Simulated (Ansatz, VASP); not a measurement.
**Ca3BF in VASP and in Ansatz**

```
Ca B F
1.0
     5.23588    0.00000    0.00000
     0.00000    5.23588    0.00000
     0.00000    0.00000    5.23588
Ca B F
3 1 1
Direct
  0.00000 0.50000 0.50000
  0.50000 0.00000 0.50000
  0.50000 0.50000 0.00000
  0.50000 0.50000 0.50000
  0.00000 0.00000 0.00000
```

Change from the starting cell: species swapped into the Sc3SnB type (Pm-3m, No. 221).

Alike in both runs: functional PBE; k mesh 4 × 4 × 4; occupations gaussian, width 0.1 eV; no spin polarisation.

Ansatz relaxed the structure, and its values are those at the end. VASP's run is a single point on that final structure, the one shown.

|  | VASP | Ansatz |
| --- | --- | --- |
| version | VASP 6.6.1 | Ansatz 0.2.0 |
| potentials or method | VASP PAW PBE potentials, release 64 (Ca_sv, B, F) | scalar-relativistic, plane waves, PAW |
| plane-wave cutoff (eV) | 520 | 420 |
| valence electrons in the cell | 40 | 40 |

|  | VASP | Ansatz | Ansatz less VASP |
| --- | --- | --- | --- |
| gap on the k mesh at the Fermi level (eV) | none | none | - |
| pressure (GPa) | 0.0 | 0.0 | -0.02 |

A gap of «none» marks a metal or a gap that the smearing closes. With one functional, cell and mesh, what is left measures potentials, basis and numerics.
